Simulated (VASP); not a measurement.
Computed with AM05 GGA, VASP's PBE PAW potentials (set 64) (plane waves; VASP).

The input files of a VASP run:

INCAR:
```
NELM = 100
ENCUT = 520   ! plane-wave cut-off (eV)
LCHARG = .False.
LWAVE = .False.
LMAXMIX = 4
LORBIT = 11   ! lm-projected
LREAL = .False.
LASPH = .True.
GGA = AM   ! AM05
SIGMA = 0.05   ! width (eV)
ISMEAR = 0
EDIFF = 1E-7
PREC = Accurate
ALGO = Normal
ICHARG = 11   ! fixed density
SYSTEM = ZnO
```

KPOINTS:
```
k-points along high-symmetry lines
10
Line-mode
Reciprocal
  0.000000   0.000000   0.000000 ! GAMMA
 -0.000000   0.500000   0.000000 ! M

 -0.000000   0.500000   0.000000 ! M
 -0.333333   0.666667   0.000000 ! K

 -0.333333   0.666667   0.000000 ! K
  0.000000   0.000000   0.000000 ! GAMMA

  0.000000   0.000000   0.000000 ! GAMMA
  0.000000   0.000000   0.500000 ! A

  0.000000   0.000000   0.500000 ! A
 -0.000000   0.500000   0.500000 ! L

 -0.000000   0.500000   0.500000 ! L
 -0.333333   0.666667   0.500000 ! H

 -0.333333   0.666667   0.500000 ! H
  0.000000   0.000000   0.500000 ! A

 -0.000000   0.500000   0.500000 ! L
 -0.000000   0.500000   0.000000 ! M

 -0.333333   0.666667   0.500000 ! H
 -0.333333   0.666667   0.000000 ! K
```

**POSCAR**
```
ZnO
1
    1.6210387188    -2.8077218565    -0.0000000000
    1.6210387188     2.8077218565     0.0000000000
   -0.0000000000    -0.0000000000     5.2348997348
Zn O
2 2
Direct
  0.6666670000   0.3333330000   0.5016369934
  0.3333330000   0.6666670000   0.0016369934
  0.6666670000   0.3333330000   0.8803630066
  0.3333330000   0.6666670000   0.3803630066
```

POTCAR, in this order: Zn O (PBE.64 set). Program: vasp_std. Read from the step before: CHGCAR.

Output of the run:

**OUTCAR**
```
 ion  position               nearest neighbor table
   1  0.667  0.333  0.502-   4 1.98   4 1.98   4 1.98   3 1.98
   2  0.333  0.667  0.002-   3 1.98   3 1.98   3 1.98   4 1.98
   3  0.667  0.333  0.880-   2 1.98   2 1.98   2 1.98   1 1.98
   4  0.333  0.667  0.380-   1 1.98   1 1.98   1 1.98   2 1.98
  LATTYP: Found a hexagonal cell.
 ALAT       =     3.2420778139
 C/A-ratio  =     1.6146743031
 Subroutine PRICEL returns:
 Original cell was already a primitive cell.
 Subroutine GETGRP returns: Found 12 space group operations
The static configuration has the point symmetry C_3v.
 The point group associated with its full space group is C_6v.
The dynamic configuration has the point symmetry C_3v.
 Subroutine INISYM returns: Found 12 space group operations
   k-points           NKPTS =     90   k-points in BZ     NKDIM =     90   number of bands    NBANDS=     22
   number of dos      NEDOS =    301   number of ions     NIONS =      4
   total plane-waves  NPLWV =  23040
   dimension x,y,z NGX =    24 NGY =   24 NGZ =   40
   dimension x,y,z NGXF=    48 NGYF=   48 NGZF=   80
   ions per type =               2   2
   PREC   = accura    normal or accurate (medium, high low for compatibility)
   ISTART =      0    job   : 0-new  1-cont  2-samecut
   ICHARG =     11    charge: 1-file 2-atom 10-const
   ISPIN  =      1    spin polarized calculation?
...
```

**OSZICAR**
```
       N       E                     dE             d eps       ncg     rms          rms(c)
DAV:   1     0.277440019334E+03    0.27744E+03   -0.18943E+04  3968   0.240E+03
DAV:   2     0.921269846158E+01   -0.26823E+03   -0.25844E+03  4262   0.447E+02
DAV:   3    -0.175290543529E+02   -0.26742E+02   -0.26380E+02  4692   0.144E+02
DAV:   4    -0.180196528666E+02   -0.49060E+00   -0.49006E+00  4392   0.208E+01
DAV:   5    -0.180235427575E+02   -0.38899E-02   -0.38896E-02  4620   0.166E+00
DAV:   6    -0.180235910482E+02   -0.48291E-04   -0.48289E-04  4422   0.153E-01
DAV:   7    -0.180235919607E+02   -0.91254E-06   -0.91253E-06  4548   0.182E-02
DAV:   8    -0.180235919810E+02   -0.20293E-07   -0.20334E-07  3762   0.227E-03
   1 F= -.18023592E+02 E0= -.18023592E+02  d E =-.688237E-16
```

OUTCAR:
```
 val. band max:        1.1128414416   @ k =   0.0000   0.0000   0.0000

 cond. band min:       1.9079484741   @ k =   0.0000   0.0000   0.0000



 k-point     1 :       0.0000    0.0000    0.0000
  band No.  band energies     occupation
      1     -16.8577      2.00000
      2     -16.1196      2.00000
      3      -4.6144      2.00000
      4      -4.6143      2.00000
      5      -4.5756      2.00000
      6      -4.5743      2.00000
      7      -4.4208      2.00000
      8      -4.4208      2.00000
      9      -3.4260      2.00000
     10      -3.4260      2.00000
     11      -3.2140      2.00000
     12      -3.2140      2.00000
     13      -2.9375      2.00000
     14       0.3131      2.00000
     15       0.3131      2.00000
     16       1.0254      2.00000
     17       1.1128      2.00000
     18       1.1128      2.00000
     19       1.9079      0.00000
     20       6.3152      0.00000
     21       9.2712      0.00000
     22      13.9459      0.00000

 k-point     2 :       0.0000    0.0556    0.0000
  band No.  band energies     occupation
      1     -16.8401      2.00000
      2     -16.1117      2.00000
      3      -4.6368      2.00000
      4      -4.6042      2.00000
      5      -4.5627      2.00000
      6      -4.5488      2.00000
      7      -4.4225      2.00000
      8      -4.4068      2.00000
      9      -3.4335      2.00000
     10      -3.4273      2.00000
     11      -3.2123      2.00000
     12      -3.2012      2.00000
     13      -2.9414      2.00000
     14       0.1960      2.00000
     15       0.2706      2.00000
     16       0.8451      2.00000
     17       1.0059      2.00000
     18       1.0904      2.00000
     19       2.2127      0.00000
     20       6.4507      0.00000
     21       9.2697      0.00000
     22      13.5700      0.00000

 k-point     3 :       0.0000    0.1111    0.0000
  band No.  band energies     occupation
      1     -16.7887      2.00000
      2     -16.0889      2.00000
...
```

The density is held fixed in this step, so its total energy and stress have no physical meaning.

The compound is ZnO in the wurtzite structure. It was relaxed first.
